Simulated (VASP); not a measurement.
Crystal: Zr2ZnN2.

```
Zr Zn N
1.0
     3.77690    0.00000    0.00000
    -1.88845    3.27089    0.00000
     0.00000    0.00000    5.65650
Zr Zn N
2 1 2
Direct
  0.00000 0.00000 0.33519
  0.00000 0.00000 0.66481
  0.00000 0.00000 0.00000
  0.33333 0.66667 0.50000
  0.33333 0.66667 0.00000
```

The cell was built by a generator and needn't be a form met in nature.

| Item | Value |
| --- | --- |
| Program | VASP 6.6.1 |
| Task | relaxation of cell and atoms |
| Functional | PBE |
| Potentials or basis | VASP PAW PBE potentials, release 64 (Zr_sv, Zn, N) |
| Cutoff | 520 eV |
| k mesh | 4 × 4 × 3 |
| Occupations | gaussian, width 0.15 eV |
| Spin | no spin polarisation |

At the start: pressure 73.2 GPa; volume 13.98 Å³/atom.

Where does the relaxation end?

Over 17 steps the energy falls by 3306.4 meV/atom and the volume is 14.81 Å³/atom (+6.0 %); space group P-6m2 (No. 187, to 0.05 Å).

Step by step:
```
step  energy change (eV)  largest force (eV/Å)  pressure (GPa)  volume (Å³)
   1              0.0000                7.3207           73.20        69.88
   2              3.0464                2.9023          -52.02       120.64
   3            -10.7028               11.3140          -19.35        96.00
   4            -12.3192                6.0869          -20.98        93.48
   5            -12.4726                6.6645          -18.27        91.34
   6            -12.4962                6.9268          -16.92        90.39
   7            -16.1448                0.6967            1.71        73.29
   8            -16.2507                1.1943           -3.93        75.38
   9            -16.2519                1.3299           -4.79        75.74
  10            -16.4833                0.2724            6.05        71.44
  11            -16.4998                0.1004            3.26        72.30
  12            -16.5000                0.0403            4.11        72.18
  13            -16.5207                0.0841           -0.81        74.58
  14            -16.5308                0.0223            0.91        73.68
  15            -16.5308                0.0265            0.27        73.77
  16            -16.5308                0.0270            0.40        73.72
  17            -16.5319                0.0556           -0.01        74.06
```

Final structure:
```yaml
crystal:
  lattice:
    - [3.28161, 0.00000, 0.00000]
    - [-1.64081, 2.84196, 0.00000]
    - [0.00000, 0.00000, 7.94134]
  atoms:
    - { symbol: Zr, position: [0.00000, 0.00000, 0.32970] }
    - { symbol: Zr, position: [0.00000, 0.00000, 0.67030] }
    - { symbol: Zn, position: [0.00000, 0.00000, 0.00000] }
    - { symbol: N, position: [0.33333, 0.66667, 0.50000] }
    - { symbol: N, position: [0.33333, 0.66667, 0.00000] }
```

Caveat: the k mesh is coarse (spacing up to 0.48 Å⁻¹), so the values aren't converged; the relaxation stopped at a loose force limit of 0.08 eV/Å, so its end isn't a converged minimum.
